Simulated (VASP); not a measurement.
An input for Quantum ESPRESSO's pw.x (written as the equivalent of a VASP run, and not itself run):

```
&CONTROL
  calculation = 'vc-relax'
  pseudo_dir = './pseudo'
  outdir = './out'
  tprnfor = .true.
  tstress = .true.
  nstep = 60
  forc_conv_thr = 0.00039
/
&SYSTEM
  ibrav = 0
  nat = 2
  ntyp = 2
  ecutwfc = 60.3
  occupations = 'smearing'
  smearing = 'gaussian'
  degauss = 0.003675
  input_dft = 'pbe'
/
&ELECTRONS
  conv_thr = 7.3e-08
  electron_maxstep = 100
/
&IONS
/
&CELL
/
ATOMIC_SPECIES
  Tl 204.380 Tl.upf
  Br 79.904 Br.upf
CELL_PARAMETERS angstrom
     3.9999100    0.0000000    0.0000000
     0.0000000    3.9999100    0.0000000
     0.0000000    0.0000000    3.9999100
ATOMIC_POSITIONS crystal
  Tl   0.0000000  0.0000000  0.0000000
  Br   0.5000000  0.5000000  0.5000000
K_POINTS automatic
  6 6 6 0 0 0
```

Q: Write the VASP files for the same calculation (PBE).

A: One answer among several that fit: 
INCAR:
```
! general
SYSTEM  = TlBr
PREC    = Accurate
ENCUT   = 480
LREAL   = .False.
LASPH   = .True.

! electronic loop
EDIFF   = 1E-6
NELM    = 100
ALGO    = Normal
LMAXMIX = 4

! smearing
ISMEAR  = 0
SIGMA   = 0.05

! functional
GGA     = PE

! ions
IBRION  = 2
NSW     = 60
ISIF    = 3
EDIFFG  = -0.01

! output
LWAVE   = .False.
LCHARG  = .False.
```

### KPOINTS
```
Automatic
0
Gamma
 6 6 6
0 0 0
```

File POSCAR:
```
TlBr
1
    3.9999100000     0.0000000000     0.0000000000
    0.0000000000     3.9999100000     0.0000000000
    0.0000000000     0.0000000000     3.9999100000
Tl Br
1 1
Direct
  0.0000000000   0.0000000000   0.0000000000
  0.5000000000   0.5000000000   0.5000000000
```

POTCAR, in this order: Tl_d Br (PBE.64 set). Program: vasp_std.

Limits of the translation: the potentials are each code's own (VASP's PAW set, PseudoDojo norm-conserving files in pw.x), so ENCUT and ecutwfc are chosen apart and not converted; conv_thr bounds pw.x's estimated SCF error, while EDIFF bounds the energy change between steps; forc_conv_thr acts on force components and is met together with etot_conv_thr.

The structure comes from a computed database's TlBr entry (Pm-3m); how it stands against other phases isn't given here. This run relaxes it. Symmetry was kept, so distortions that lower it aren't found.
